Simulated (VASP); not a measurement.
An input for Ansatz (written as the equivalent of a VASP run, and not itself run):

Ansatz 0.2 input:
```yaml
crystal:
  lattice:
    - [0.0000000, 2.7671614, 2.7671614]
    - [2.7671614, 0.0000000, 2.7671614]
    - [2.7671614, 2.7671614, 0.0000000]
  atoms:
    - { symbol: Pt, position: [0.0000000, 0.0000000, 0.0000000] }
    - { symbol: Al, position: [0.2500000, 0.2500000, 0.2500000] }
kpoints:
  mp_grid: { grid: [13, 13, 13] }
hamiltonian:
  xc: pbesol
  pseudopotentials: { kind: paw }
scf:
  occupations: { method: tetrahedron }
  max_iter: 100
output: { forces: true, stress: true, eigenvalues: true }
```

Problem. Translate this input to VASP (INCAR, KPOINTS, POSCAR, choice of POTCAR).

Solution. This is not unique; one that fits is 
**POSCAR**
```
PtAl
1
    0.0000000000     2.7671613691     2.7671613691
    2.7671613691     0.0000000000     2.7671613691
    2.7671613691     2.7671613691     0.0000000000
Pt Al
1 1
Direct
  0.0000000000   0.0000000000   0.0000000000
  0.2500000000   0.2500000000   0.2500000000
```

KPOINTS:
```
Automatic mesh
0
Gamma
13 13 13
0 0 0
```

INCAR:
```
# general
SYSTEM  = PtAl
PREC    = Accurate
ENCUT   = 400
LREAL   = .FALSE.
LASPH   = .TRUE.

# electronic loop
EDIFF   = 1E-7   # SCF stop (eV)
NELM    = 100   # most electronic steps
ALGO    = Normal   # blocked Davidson
LMAXMIX = 6

# smearing
ISMEAR  = -5   # tetrahedra, Bloechl

# functional
GGA     = PS

# ions
ISIF    = 2   # forces and stress, cell fixed

# output
LWAVE   = .FALSE.
LCHARG  = .TRUE.
LORBIT  = 11   # lm-projected
NEDOS   = 601
```

POTCAR, in this order: Pt Al (PBE.64 set). Program: vasp_std.

Limits of the translation: each code has its own PAW files, so the cut-off isn't converted (ENCUT is set for VASP's; basis.ecutwfc is left out, and Ansatz then takes the one that its files recommend); Ansatz stops its SCF on the density residual and VASP on the energy change (EDIFF).

The structure was generated: PtAl was put into the zinc blende type (F-43m), which need not be its known phase. It was relaxed first, which changed the volume by -19 %.
